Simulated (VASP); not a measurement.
A VASP calculation is set up with these files.

**POSCAR**
```
KF
1
    0.0000000000     2.6750000000     2.6750000000
    2.6750000000     0.0000000000     2.6750000000
    2.6750000000     2.6750000000     0.0000000000
K F
1 1
Direct
  0.0000000000   0.0000000000   0.0000000000
  0.5000000000   0.5000000000   0.5000000000
```

KPOINTS:
```
k-points along high-symmetry lines
6
Line-mode
Reciprocal
  0.000000   0.000000   0.000000 ! GAMMA
  0.500000   0.000000   0.500000 ! X

  0.500000   0.000000   0.500000 ! X
  0.625000   0.250000   0.625000 ! U

  0.375000   0.375000   0.750000 ! K
  0.000000   0.000000   0.000000 ! GAMMA

  0.000000   0.000000   0.000000 ! GAMMA
  0.500000   0.500000   0.500000 ! L

  0.500000   0.500000   0.500000 ! L
  0.500000   0.250000   0.750000 ! W

  0.500000   0.250000   0.750000 ! W
  0.500000   0.000000   0.500000 ! X
```

INCAR:
```
SYSTEM = KF
PREC = Accurate
ENCUT = 520
EDIFF = 1E-6
NELM = 100
ALGO = Normal
LREAL = .FALSE.
LASPH = .TRUE.
ISMEAR = 0
SIGMA = 0.05
GGA = PE
LWAVE = .FALSE.
LCHARG = .FALSE.
ISIF = 2
```

POTCAR, in this order: K_sv F (PBE.64 set). Program: vasp_std.

The resulting files:

**standard output**
```
 POSCAR found type information on POSCAR K F
 POSCAR found :  2 types and       2 ions
 Reading from existing POTCAR
 Reading from existing POTCAR
 LDA part: xc-table for (Slater+PW92), standard interpolation
 POSCAR, INCAR and KPOINTS ok, starting setup
 WAVECAR not read
 entering main loop
       N       E                     dE             d eps       ncg     rms          rms(c)
DAV:   1     0.118455500698E+03    0.11846E+03   -0.84916E+03   864   0.128E+03
DAV:   2    -0.452538420452E+01   -0.12298E+03   -0.11266E+03  1104   0.327E+02
DAV:   3    -0.913572852260E+01   -0.46103E+01   -0.45893E+01  1120   0.614E+01
DAV:   4    -0.926108634585E+01   -0.12536E+00   -0.12528E+00  1308   0.849E+00
DAV:   5    -0.926208074354E+01   -0.99440E-03   -0.99437E-03  1112   0.853E-01    0.674E+00
DAV:   6    -0.789204686013E+01    0.13700E+01   -0.49554E+00   920   0.196E+01    0.447E+00
DAV:   7    -0.786218553214E+01    0.29861E-01   -0.11535E-01  1132   0.300E+00    0.284E+00
DAV:   8    -0.785882393498E+01    0.33616E-02   -0.60540E-02   948   0.303E+00    0.231E-01
DAV:   9    -0.786007556462E+01   -0.12516E-02   -0.60039E-03  1200   0.648E-01    0.122E-01
DAV:  10    -0.786079523247E+01   -0.71967E-03   -0.81626E-04   924   0.300E-01    0.480E-02
DAV:  11    -0.786084963466E+01   -0.54402E-04   -0.28130E-04   992   0.142E-01    0.148E-02
DAV:  12    -0.786084935060E+01    0.28406E-06   -0.26255E-05  1104   0.465E-02    0.583E-03
DAV:  13    -0.786084946829E+01   -0.11769E-06   -0.35309E-06   972   0.195E-02
   1 F= -.78608495E+01 E0= -.78608495E+01  d E =-.632673E-13
```

OUTCAR:
```
------------------------ aborting loop because EDIFF is reached ----------------------------------------
  FORCE on cell =-STRESS in cart. coord.  units (eV):
  Direction    XX          YY          ZZ          XY          YZ          ZX
  --------------------------------------------------------------------------------------
  Total        1.2029726      1.2029726      1.2029726      0.0000000     -0.0000000      0.0000000
  in kB       50.3459972     50.3459972     50.3459972      0.0000000     -0.0000000      0.0000000
  external PRESSURE =      50.3459972 kB  Pullay stress =       0.0000000 kB
  volume of cell :       38.28
      direct lattice vectors                 reciprocal lattice vectors
     0.000000000  2.675000000  2.675000000    -0.186915888  0.186915888  0.186915888
     2.675000000  0.000000000  2.675000000     0.186915888 -0.186915888  0.186915888
     2.675000000  2.675000000  0.000000000     0.186915888  0.186915888 -0.186915888
  FREE ENERGIE OF THE ION-ELECTRON SYSTEM (eV)
  ---------------------------------------------------
  free  energy   TOTEN  =        -7.8608494683 eV

  energy  without entropy=       -7.8608494683  energy(sigma->0) =       -7.86084947
```
(Selected blocks of OUTCAR.)

Question: The run ends quietly. Is anything wrong with it?

Answer: The cause: a line-mode KPOINTS file was used for a self-consistent run. The run ends without an error. Against the sound run, the energy per atom (σ→0) rises by 0.215 eV/atom; the pressure goes up by 3.72 GPa. To mend it, correct KPOINTS.
File KPOINTS:
```
Automatic mesh
0
Gamma
7 7 7
0 0 0
```
The mended run (PBE GGA, plane waves, VASP's PBE PAW potentials (set 64)) converges, and its OSZICAR ends with
```
   1 F= -.82913862E+01 E0= -.82913862E+01  d E =-.452948E-19
```

The compound is KF in the rock salt structure. The cell was not relaxed at this level.
